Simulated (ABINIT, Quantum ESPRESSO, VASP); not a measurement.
# One structure in several programs: Hf₅Sc (P-62m, 6 atoms in the cell)

Self-consistent single point.

```
Hf5Sc
1.0
    5.56147     0.00000     0.00000
   -2.78073     4.81637     0.00000
    0.00000     0.00000     5.02450
Hf Sc
5 1
Direct
  0.66053   0.00000   0.00000
  0.33947   0.33947   0.00000
  0.00000   0.66053   0.00000
  0.33333   0.66667   0.50000
  0.66667   0.33333   0.50000
  0.00000   0.00000   0.50000
```

Shared settings, as Quantum ESPRESSO writes them: occupations = smearing; smearing = gauss; degauss = 0.0073499 Ry; K_POINTS = automatic 5 5 5 0 0 0. Potentials and cutoffs stand in the table.

```csv
code,model,pressure (GPa),largest force (eV/Å),cutoff
Quantum ESPRESSO,"LDA (PZ), GBRV 1.5 ultrasoft (LDA) pseudopotentials",-6.51,0.055,50 Ry
VASP,"LDA (PZ), VASP's LDA PAW potentials (set 64)",-7.06,0.072,300 eV
ABINIT,"LDA (PW92), norm-conserving pseudopotentials (PseudoDojo nc-sr-04 LDA standard)",-7.63,0.096,39 Ha
```

On Quantum ESPRESSO's run: spin-orbit coupling is off.

The spread over the programs that give each value: pressure within 1.12 GPa; largest force within 0.041 eV/Å.

The same LDA comes in different parametrisations, which differ slightly.

VASP's run is marked for a possible Pulay error in its stress at this cutoff; no cutoff test was made.

The starting cell comes from a database of computed structures (which also holds hypothetical and non-ambient phases and stackings), without a prior relaxation at this level.

Left out of this page: Ansatz, GPAW, Elk, FLEUR and SIESTA (not drawn, or without a comparable value).
